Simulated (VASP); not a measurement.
Cost and result of VASP (PAW) for the lattice constant a of NiSi$_{2}$ (fluorite). Static lattice. The cost counts the five points of the equation of state, each on the mesh and cut-off of its row, so the ratios hold those differences too. With PBEsol it took about 90 core-seconds. Costs are core time on shared hosts, one run each; read them as rough ratios.

| level | k-mesh | cut-off (eV) | lattice constant a (Å) | cost over PBEsol |
|---|---|---|---|---|
| PBEsol | 10×10×10 | 520 | 5.392 | reference |
| SCAN | 10×10×10 | 520 | 5.378 | about 4 times |
| r2SCAN | 10×10×10 | 520 | … | … |

Question: Fill in the missing entries.

Answer: 
- r2SCAN, lattice constant a (Å): 5.389
- r2SCAN, cost over PBEsol: about 5 times

Left out are levels that failed, ran on another kind of processor or have no fit band path; at most nine are shown.

The compound is NiSi2 in the fluorite structure.
